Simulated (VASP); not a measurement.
# KBr: convergence with the k-mesh and PAW data sets

A convergence test on KBr: the k-mesh and PAW data sets. The series runs use PBE. The k-mesh tried: 2 2 2; 3 3 3; 4 4 4; 5 5 5; 7 7 7; 9 9 9; 11 11 11. The PAW data sets tried: minimal 64: K_pv Br; recommended 64: K_sv Br; recommended 54: K_sv Br; gw 64: K_sv_GW Br_GW. The start is a cell from a database of measured crystal structures.

Main program and level: VASP 6.6.1; PBE; plane waves and PAW (K_sv, Br), in the first sound run; inputs show where later runs differ.

## 1. Starting point

The structure is cubic, space group Fm-3m (No. 225). Conventional cell: a = 6.600 Å, b = 6.600 Å, c = 6.600 Å, α = 90.00°, β = 90.00°, γ = 90.00°. Nearest to K lie 6 Br at 3.30 Å. Br has 6 K at 3.30 Å nearest. Farther neighbours and most contacts between anions are not listed.

Structure file:

```cif
data_structure
_symmetry_space_group_name_H-M 'Fm-3m'
_symmetry_Int_Tables_number 225
_cell_length_a 6.6000
_cell_length_b 6.6000
_cell_length_c 6.6000
_cell_angle_alpha 90.000
_cell_angle_beta 90.000
_cell_angle_gamma 90.000
_cell_volume 287.50
loop_
_atom_site_label
_atom_site_type_symbol
_atom_site_symmetry_multiplicity
_atom_site_Wyckoff_symbol
_atom_site_fract_x
_atom_site_fract_y
_atom_site_fract_z
_atom_site_occupancy
K1 K 4 a 0.00000 0.00000 0.00000 1
Br1 Br 4 b 0.50000 0.00000 0.00000 1
```

## 2. K-mesh: 2 2 2

The sum over the zone converges with the mesh, fast for insulators and slowly for metals. PBE, the usual starting point, adds the gradient of the density.

Contents of INCAR:

```
SYSTEM = KBr
PREC = Accurate
ENCUT = 400
EDIFF = 1E-06
NELM = 100
ISMEAR = -1
SIGMA = 0.05
LREAL = .FALSE.
ALGO = Normal
GGA = PE
NBANDS = 14
LORBIT = 11
LWAVE = .FALSE.
LCHARG = .FALSE.
NCORE = 2
ISIF = 2
```

Contents of POSCAR:

```
KBr
1.0
    0.0000000000      3.3000000000      3.3000000000
    3.3000000000      0.0000000000      3.3000000000
    3.3000000000      3.3000000000      0.0000000000
K Br
1 1
Direct
    0.0000000000      0.0000000000      0.0000000000
    0.5000000000      0.5000000000      0.5000000000
```

Contents of KPOINTS:

```
Automatic mesh
0
Gamma
2 2 2
0 0 0
```

Potentials, in the order of the species: K_sv and Br (PBE family, release 64).

Launch:

```bash
$ mpirun -np 2 vasp_std
```

What it wrote:

```text
[banner, memory and clock lines left out]
running    2 mpi-ranks, on    1 nodes
 distrk:  each k-point on    2 cores,    1 groups
 distr:  one band on    2 cores,    1 groups

 POSCAR found type information on POSCAR K Br
 POSCAR found :  2 types and       2 ions
 LDA part: xc-table for (Slater+PW92), standard interpolation
 POSCAR, INCAR and KPOINTS ok, starting setup
 FFT: planning ... GRIDC
 FFT: planning ... GRID_SOFT
 FFT: planning ... GRID
 WAVECAR not read
 entering main loop
       N       E                     dE             d eps       ncg     rms          rms(c)
DAV:   1     0.843686739400E+02    0.84369E+02   -0.58946E+03    84   0.813E+02
DAV:   2    -0.204898220986E+01   -0.86418E+02   -0.81679E+02   110   0.219E+02
DAV:   3    -0.613881846281E+01   -0.40898E+01   -0.40759E+01   114   0.424E+01
DAV:   4    -0.630955903609E+01   -0.17074E+00   -0.17068E+00   140   0.696E+00
DAV:   5    -0.631003583562E+01   -0.47680E-03   -0.47680E-03   114   0.451E-01    0.317E+00
DAV:   6    -0.611162504810E+01    0.19841E+00   -0.28261E-01    90   0.248E+00    0.233E+00
DAV:   7    -0.609692132151E+01    0.14704E-01   -0.16771E-01   102   0.203E+00    0.111E+00
DAV:   8    -0.610841760122E+01   -0.11496E-01   -0.22324E-02   100   0.951E-01    0.168E-01
DAV:   9    -0.610893874789E+01   -0.52115E-03   -0.10559E-03   114   0.181E-01    0.820E-02
DAV:  10    -0.610948656061E+01   -0.54781E-03   -0.58720E-04    84   0.146E-01    0.189E-02
DAV:  11    -0.610949371592E+01   -0.71553E-05   -0.17258E-05    96   0.256E-02    0.649E-03
DAV:  12    -0.610949833064E+01   -0.46147E-05   -0.80172E-06    84   0.189E-02    0.717E-03
DAV:  13    -0.610949827221E+01    0.58428E-07   -0.52872E-07    84   0.440E-03
   1 F= -.61094983E+01 E0= -.61094983E+01  d E =-.849669E-10
```

Wall time 3.6 s (2 MPI ranks of AMD EPYC 7R43, shared host); peak memory 0.2 GiB; 5.7 s of CPU time.

Lines that name or quote the potential files are left out of all logs, and their timing lines are given in words.

OUTCAR, selected parts (step 2):

```text
ion  position               nearest neighbor table
   1  0.000  0.000  0.000-   2 3.30   2 3.30   2 3.30   2 3.30   2 3.30   2 3.30
   2  0.500  0.500  0.500-   1 3.30   1 3.30   1 3.30   1 3.30   1 3.30   1 3.30

  LATTYP: Found a face centered cubic cell.
 ALAT       =     6.6000000000

 Subroutine GETGRP returns: Found 48 space group operations
 (whereof 48 operations were pure point group operations)

The static configuration has the point symmetry O_h .

 Found      3 irreducible k-points:

   k-points           NKPTS =      3   k-points in BZ     NKDIM =      3   number of bands    NBANDS=     14

   dimension x,y,z NGX =    30 NGY =   30 NGZ =   30
   dimension x,y,z NGXF=    60 NGYF=   60 NGZF=   60

   ENCUT  =  400.0 eV  29.40 Ry    5.42 a.u.   7.61  7.61  7.61*2*pi/ulx,y,z

   NELECT =      16.0000    total number of electrons

 k-points in reciprocal lattice and weights: Automatic mesh
   0.00000000  0.00000000  0.00000000       0.125
   0.50000000  0.00000000  0.00000000       0.500
   0.50000000  0.50000000  0.00000000       0.375

 average (electrostatic) potential at core
       1 -36.8231       2 -64.6179

 E-fermi :  -0.5048

 k-point     1 :       0.0000    0.0000    0.0000
  band No.  band energies     occupation
    ...
      4     -13.0240      2.00000
      5     -13.0240      2.00000
      6      -1.6597      2.00000
      7      -1.6597      2.00000
      8      -1.6597      2.00000
      9       2.7368      0.00000
     10       5.8807      0.00000
     11       5.8807      0.00000
     12       5.8807      0.00000
     13       6.6941      0.00000
    ...

 k-point     2 :       0.5000    0.0000    0.0000
  band No.  band energies     occupation
    ...
      4     -13.0295      2.00000
      5     -12.7474      2.00000
      6      -2.8508      2.00000
      7      -1.9968      2.00000
      8      -1.9968      2.00000
      9       4.8966      0.00000
     10       6.5427      0.00000
     11       8.0252      0.00000
     12       8.0252      0.00000
     13       8.3681      0.00000
    ...

 k-point     3 :       0.5000    0.5000    0.0000
  band No.  band energies     occupation
    ...
      4     -13.0595      2.00000
      5     -13.0595      2.00000
      6      -2.4825      2.00000
      7      -1.9490      2.00000
      8      -1.9490      2.00000
      9       4.1570      0.00000
     10       5.4813      0.00000
     11       7.6269      0.00000
     12       7.8390      0.00000
     13       7.9341      0.00000
    ...

  Total        0.5729538      0.5729538      0.5729538      0.0000000      0.0000000     -0.0000000
  in kB       12.7719832     12.7719832     12.7719832      0.0000000      0.0000000     -0.0000000
  external PRESSURE =      12.7719832 kB  Pullay stress =       0.0000000 kB

  energy-cutoff  :      400.00
  volume of cell :       71.87
      direct lattice vectors                 reciprocal lattice vectors
     0.000000000  3.300000000  3.300000000    -0.151515152  0.151515152  0.151515152
     3.300000000  0.000000000  3.300000000     0.151515152 -0.151515152  0.151515152
     3.300000000  3.300000000  0.000000000     0.151515152  0.151515152 -0.151515152

 POSITION                                       TOTAL-FORCE (eV/Angst)
 -----------------------------------------------------------------------------------
      0.00000      0.00000      0.00000         0.000000      0.000000      0.000000
      3.30000      3.30000      3.30000        -0.000000     -0.000000     -0.000000
 -----------------------------------------------------------------------------------
    total drift:                               -0.000000      0.000000      0.000000

  FREE ENERGIE OF THE ION-ELECTRON SYSTEM (eV)
  ---------------------------------------------------
  free  energy   TOTEN  =        -6.1094982722 eV

  energy  without entropy=       -6.1094982721  energy(sigma->0) =       -6.10949827

 total charge
# of ion       s       p       d       tot
------------------------------------------
    1        1.955   5.579   0.025   7.560
    2        1.596   3.323   0.000   4.919
--------------------------------------------------
tot          3.551   8.902   0.026  12.479
```

The gap is read on the k-mesh alone, so it is an upper bound where the band edges lie off the mesh. Spin-orbit coupling is off here; it would split degenerate levels, and it lifts a valence top of Br p states by about 0.1 eV.

Numbers from this step:

```
SCF cycles                     : 13
electrons                      : 16
bands                          : 14
irreducible k-points           : 3
symmetry operations            : 48
free energy (TOTEN)            : -6.109 eV
Fermi energy                   : -0.5048 eV
pressure                       : 1.277 GPa
metallic                       : no
valence top at k               : 0, 0, 0
conduction bottom at k         : 0, 0, 0
least direct gap at k          : 0, 0, 0
gap on the k-mesh              : 4.396 eV
least direct gap on the k-mesh : 4.396 eV
```

The series starts at -3.0547 eV an atom and 1.28 GPa, after 13 cycles in 3.6 s.

## 3. K-mesh: 3 3 3

INCAR, as its differences from that of step 2:

```diff
@@ -14,3 +14,3 @@
 LCHARG = .FALSE.
-NCORE = 2
+KPAR = 2
 ISIF = 2
```

POSCAR is that of step 2.

Contents of KPOINTS:

```
Automatic mesh
0
Gamma
3 3 3
0 0 0
```

Launch:

```bash
$ mpirun -np 2 vasp_std
```

What it wrote:

```text
[banner, memory and clock lines left out]
running    2 mpi-ranks, on    1 nodes
[...]
LDA part: xc-table for (Slater+PW92), standard interpolation
 POSCAR, INCAR and KPOINTS ok, starting setup
[...]
entering main loop
       N       E                     dE             d eps       ncg     rms          rms(c)
DAV:   1     0.877346414078E+02    0.87735E+02   -0.60450E+03   112   0.818E+02
DAV:   2    -0.918573710508E+00   -0.88653E+02   -0.79651E+02   136   0.211E+02
DAV:   3    -0.607362723857E+01   -0.51551E+01   -0.51195E+01   154   0.481E+01
DAV:   4    -0.638186339996E+01   -0.30824E+00   -0.30823E+00   164   0.909E+00
[...]
DAV:  11    -0.620919660621E+01   -0.93077E-05   -0.16060E-05   142   0.255E-02    0.450E-03
DAV:  12    -0.620919966255E+01   -0.30563E-05   -0.44286E-06   104   0.146E-02    0.365E-03
DAV:  13    -0.620919960637E+01    0.56183E-07   -0.17757E-07   104   0.268E-03
   1 F= -.62091996E+01 E0= -.62091996E+01  d E =-.418806E-10
```

It took 5.6 s on 2 MPI ranks; peak memory 0.25 GiB; 9.8 s of CPU time.

Parts of OUTCAR (step 3):

```text
  Total        0.3479941      0.3479941      0.3479941      0.0000000      0.0000000     -0.0000000
  in kB        7.7573011      7.7573011      7.7573011      0.0000000      0.0000000     -0.0000000
  external PRESSURE =       7.7573011 kB  Pullay stress =       0.0000000 kB

 POSITION                                       TOTAL-FORCE (eV/Angst)
 -----------------------------------------------------------------------------------
      0.00000      0.00000      0.00000        -0.000000     -0.000000     -0.000000
      3.30000      3.30000      3.30000         0.000000      0.000000      0.000000
 -----------------------------------------------------------------------------------
    total drift:                               -0.000000      0.000000      0.000000

  FREE ENERGIE OF THE ION-ELECTRON SYSTEM (eV)
  ---------------------------------------------------
  free  energy   TOTEN  =        -6.2091996064 eV

  energy  without entropy=       -6.2091996063  energy(sigma->0) =       -6.20919961

[... 1 part as in an earlier step ...]

[... 2 further parts left out ...]
[key lines of the parts left out:]
E-fermi :  -0.6012
```

Against the run before the energy moves by -49.85 meV an atom and the pressure by -0.50 GPa, after 13 cycles in 5.6 s.

## 4. K-mesh: 4 4 4

INCAR is that of step 3.

POSCAR is that of step 3.

Contents of KPOINTS:

```
Automatic mesh
0
Gamma
4 4 4
0 0 0
```

Launch:

```bash
$ mpirun -np 2 vasp_std
```

What it wrote:

```text
[... set-up lines as in an earlier step ...]
 entering main loop
       N       E                     dE             d eps       ncg     rms          rms(c)
DAV:   1     0.830543252002E+02    0.83054E+02   -0.59348E+03   224   0.812E+02
DAV:   2    -0.121826648236E+01   -0.84273E+02   -0.80027E+02   278   0.206E+02
DAV:   3    -0.621484844558E+01   -0.49966E+01   -0.49788E+01   322   0.473E+01
DAV:   4    -0.638571731675E+01   -0.17087E+00   -0.17084E+00   312   0.791E+00
[...]
DAV:  11    -0.621430956693E+01   -0.98635E-05   -0.21446E-05   288   0.263E-02    0.435E-03
DAV:  12    -0.621431264558E+01   -0.30786E-05   -0.41144E-06   228   0.139E-02    0.326E-03
DAV:  13    -0.621431261164E+01    0.33940E-07   -0.20210E-07   232   0.261E-03
   1 F= -.62143126E+01 E0= -.62143126E+01  d E =-.245984E-10
```

The job ended after 5.6 s (2 MPI ranks; peak memory 0.25 GiB; 9.5 s of CPU time).

OUTCAR, selected parts (step 4):

```text
  Total        0.3336610      0.3336610      0.3336610     -0.0000000      0.0000000     -0.0000000
  in kB        7.4377954      7.4377954      7.4377954     -0.0000000      0.0000000     -0.0000000
  external PRESSURE =       7.4377954 kB  Pullay stress =       0.0000000 kB

 POSITION                                       TOTAL-FORCE (eV/Angst)
 -----------------------------------------------------------------------------------
      0.00000      0.00000      0.00000        -0.000000      0.000000      0.000000
      3.30000      3.30000      3.30000         0.000000     -0.000000     -0.000000
 -----------------------------------------------------------------------------------
    total drift:                               -0.000000      0.000000      0.000000

  FREE ENERGIE OF THE ION-ELECTRON SYSTEM (eV)
  ---------------------------------------------------
  free  energy   TOTEN  =        -6.2143126116 eV

  energy  without entropy=       -6.2143126116  energy(sigma->0) =       -6.21431261

[... 1 part as in an earlier step ...]

[... 2 further parts left out ...]
[key lines of the parts left out:]
E-fermi :  -0.6110
```

Against the run before the energy moves by -2.56 meV an atom and the pressure by -0.03 GPa, after 13 cycles in 5.6 s.

## 5. K-mesh: 5 5 5

INCAR is that of step 4.

POSCAR is that of step 4.

Contents of KPOINTS:

```
Automatic mesh
0
Gamma
5 5 5
0 0 0
```

Launch:

```bash
$ mpirun -np 2 vasp_std
```

What it wrote:

```text
[... set-up lines as in an earlier step ...]
 entering main loop
       N       E                     dE             d eps       ncg     rms          rms(c)
DAV:   1     0.857411023525E+02    0.85741E+02   -0.58789E+03   280   0.809E+02
DAV:   2    -0.122624579826E+01   -0.86967E+02   -0.81299E+02   356   0.217E+02
DAV:   3    -0.622035150935E+01   -0.49941E+01   -0.49700E+01   382   0.462E+01
DAV:   4    -0.638652959889E+01   -0.16618E+00   -0.16610E+00   430   0.799E+00
[...]
DAV:  11    -0.621467087622E+01   -0.85093E-05   -0.20370E-05   366   0.263E-02    0.481E-03
DAV:  12    -0.621467362823E+01   -0.27520E-05   -0.38244E-06   296   0.138E-02    0.384E-03
DAV:  13    -0.621467361048E+01    0.17745E-07   -0.25964E-07   278   0.288E-03
   1 F= -.62146736E+01 E0= -.62146736E+01  d E =-.813606E-10
```

Wall time 6.4 s (2 MPI ranks); peak memory 0.26 GiB.

From OUTCAR (step 5):

```text
  Total        0.3322193      0.3322193      0.3322193     -0.0000000      0.0000000      0.0000000
  in kB        7.4056565      7.4056565      7.4056565     -0.0000000      0.0000000      0.0000000
  external PRESSURE =       7.4056565 kB  Pullay stress =       0.0000000 kB

 POSITION                                       TOTAL-FORCE (eV/Angst)
 -----------------------------------------------------------------------------------
      0.00000      0.00000      0.00000         0.000000     -0.000000      0.000000
      3.30000      3.30000      3.30000        -0.000000      0.000000     -0.000000
 -----------------------------------------------------------------------------------
    total drift:                               -0.000000      0.000000      0.000000

  FREE ENERGIE OF THE ION-ELECTRON SYSTEM (eV)
  ---------------------------------------------------
  free  energy   TOTEN  =        -6.2146736105 eV

  energy  without entropy=       -6.2146736104  energy(sigma->0) =       -6.21467361

[... 1 part as in an earlier step ...]

[... 2 further parts left out ...]
[key lines of the parts left out:]
E-fermi :  -0.6876
```

Against the run before the energy moves by -0.18 meV an atom while the pressure stays within 0.01 GPa, after 13 cycles in 6.4 s.

## 6. K-mesh: 7 7 7

INCAR is that of step 5.

POSCAR is that of step 5.

Contents of KPOINTS:

```
Automatic mesh
0
Gamma
7 7 7
0 0 0
```

Launch:

```bash
$ mpirun -np 2 vasp_std
```

What it wrote:

```text
[... set-up lines as in an earlier step ...]
 entering main loop
       N       E                     dE             d eps       ncg     rms          rms(c)
DAV:   1     0.857829523709E+02    0.85783E+02   -0.59451E+03   560   0.817E+02
DAV:   2    -0.116131706127E+01   -0.86944E+02   -0.81564E+02   744   0.217E+02
DAV:   3    -0.622870285720E+01   -0.50674E+01   -0.50492E+01   774   0.463E+01
DAV:   4    -0.638623346058E+01   -0.15753E+00   -0.15749E+00   824   0.741E+00
[...]
DAV:  11    -0.621474228036E+01   -0.91658E-05   -0.23704E-05   768   0.270E-02    0.447E-03
DAV:  12    -0.621474513852E+01   -0.28582E-05   -0.41165E-06   564   0.139E-02    0.318E-03
DAV:  13    -0.621474512696E+01    0.11559E-07   -0.23494E-07   574   0.282E-03
   1 F= -.62147451E+01 E0= -.62147451E+01  d E =-.733230E-10
```

Run time: 9.8 s. Hardware: 2 MPI ranks; peak memory 0.26 GiB; 18 s of CPU time.

Parts of OUTCAR (step 6):

```text
  Total        0.3316870      0.3316870      0.3316870      0.0000000      0.0000000     -0.0000000
  in kB        7.3937909      7.3937909      7.3937909      0.0000000      0.0000000     -0.0000000
  external PRESSURE =       7.3937909 kB  Pullay stress =       0.0000000 kB

  FREE ENERGIE OF THE ION-ELECTRON SYSTEM (eV)
  ---------------------------------------------------
  free  energy   TOTEN  =        -6.2147451270 eV

  energy  without entropy=       -6.2147451269  energy(sigma->0) =       -6.21474513

[... 2 parts as in an earlier step ...]

[... 2 further parts left out ...]
[key lines of the parts left out:]
E-fermi :  -0.6901
```

Against the run before the energy moves by -0.04 meV an atom while the pressure stays within 0.01 GPa, after 13 cycles in 9.8 s.

## 7. K-mesh: 9 9 9

INCAR is that of step 6.

POSCAR is that of step 6.

Contents of KPOINTS:

```
Automatic mesh
0
Gamma
9 9 9
0 0 0
```

Launch:

```bash
$ mpirun -np 2 vasp_std
```

What it wrote:

```text
[... set-up lines as in an earlier step ...]
 entering main loop
       N       E                     dE             d eps       ncg     rms          rms(c)
DAV:   1     0.842875108221E+02    0.84288E+02   -0.60612E+03   980   0.823E+02
DAV:   2    -0.126958632483E+01   -0.85557E+02   -0.79421E+02  1216   0.215E+02
DAV:   3    -0.618515939994E+01   -0.49156E+01   -0.48914E+01  1334   0.470E+01
DAV:   4    -0.638632359898E+01   -0.20116E+00   -0.20108E+00  1528   0.824E+00
[...]
DAV:  11    -0.621473344076E+01   -0.91189E-05   -0.24256E-05  1358   0.276E-02    0.456E-03
DAV:  12    -0.621473625931E+01   -0.28186E-05   -0.40784E-06   990   0.139E-02    0.330E-03
DAV:  13    -0.621473624235E+01    0.16957E-07   -0.25111E-07   988   0.290E-03
   1 F= -.62147362E+01 E0= -.62147362E+01  d E =-.126537E-10
```

Run time: 19 s. Hardware: 2 MPI ranks; peak memory 0.28 GiB; 36 s of CPU time.

From OUTCAR (step 7):

```text
  Total        0.3317173      0.3317173      0.3317173     -0.0000000     -0.0000000      0.0000000
  in kB        7.3944663      7.3944663      7.3944663     -0.0000000     -0.0000000      0.0000000
  external PRESSURE =       7.3944663 kB  Pullay stress =       0.0000000 kB

  FREE ENERGIE OF THE ION-ELECTRON SYSTEM (eV)
  ---------------------------------------------------
  free  energy   TOTEN  =        -6.2147362424 eV

  energy  without entropy=       -6.2147362423  energy(sigma->0) =       -6.21473624

[... 2 parts as in an earlier step ...]

[... 2 further parts left out ...]
[key lines of the parts left out:]
E-fermi :  -0.6002
```

Against the run before the energy stays within 0.01 meV an atom and the pressure within 0.01 GPa, after 13 cycles in 19 s.

(Part 1 of 2 ends here.)

[Lines on the potential files, build, host, timing and source positions are cut from VASP's logs without a mark.]

[Logs are printed without paths, hosts, clocks, repeated set-up lines and the standing remarks that a program may print on its own settings, such as how far it seeks lower states.]

[Hosts, paths, dates, database ids (printed as entryN), source tags and the programs' standing remarks are cut or masked in the printed files.]

[A measured line is paired with the nearest computed mode of its activity, which favours agreement.]
